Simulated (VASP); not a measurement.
An input for Quantum ESPRESSO's pw.x (written as the equivalent of a VASP run, and not itself run):

```
&CONTROL
  calculation = 'vc-relax'
  pseudo_dir = './pseudo'
  outdir = './out'
  tprnfor = .true.
  tstress = .true.
  nstep = 30
  forc_conv_thr = 0.00039
/
&SYSTEM
  ibrav = 0
  nat = 4
  ntyp = 2
  ecutwfc = 102
  occupations = 'smearing'
  smearing = 'gaussian'
  degauss = 0.003675
  input_dft = 'pbesol'
/
&ELECTRONS
  conv_thr = 7.3e-09
  electron_maxstep = 100
/
&IONS
/
&CELL
  cell_dofree = 'shape'
/
ATOMIC_SPECIES
  Cd 112.414 Cd.upf
  Se 78.971 Se.upf
CELL_PARAMETERS angstrom
     2.1563103   -3.7348388    0.0000000
     2.1563103    3.7348388    0.0000000
     0.0000000    0.0000000    7.0322868
ATOMIC_POSITIONS crystal
  Cd   0.6666670  0.3333330  0.5000156
  Cd   0.3333330  0.6666670  0.0000156
  Se   0.6666670  0.3333330  0.8759844
  Se   0.3333330  0.6666670  0.3759844
K_POINTS automatic
  7 7 4 0 0 0
```

Write the VASP files for the same calculation (PBEsol).

Several could match; the one computed here: 
### INCAR
```
SYSTEM = CdSe
PREC = Accurate
ENCUT = 520
EDIFF = 1E-7
NELM = 100
ALGO = Normal
LREAL = .FALSE.
LASPH = .TRUE.
ISMEAR = 0
SIGMA = 0.05
GGA = PS
LMAXMIX = 4
LWAVE = .FALSE.
LCHARG = .FALSE.
ISIF = 4
IBRION = 2
NSW = 30
EDIFFG = -0.01
```

POSCAR:
```
CdSe
1.0
  2.1563102993  -3.7348387570   0.0000000000
  2.1563102993   3.7348387570   0.0000000000
  0.0000000000   0.0000000000   7.0322867887
Cd Se
2 2
Cart
  2.1563102993  -1.2449487422   3.5162529264
  2.1563102993   1.2449487422   0.0001095321
  2.1563102993  -1.2449487422   6.1601736948
  2.1563102993   1.2449487422   2.6440303005
```

File KPOINTS:
```
Automatic mesh
0
Gamma
7 7 4
0 0 0
```

POTCAR, in this order: Cd Se (PBE.64 set). Program: vasp_std.

What does not carry over: the potentials are each code's own (VASP's PAW set, PseudoDojo norm-conserving files in pw.x), so ENCUT and ecutwfc are chosen apart and not converted; conv_thr bounds pw.x's estimated SCF error, while EDIFF bounds the energy change between steps; forc_conv_thr acts on force components and is met together with etot_conv_thr.

The compound is CdSe in the wurtzite structure. It was relaxed first.
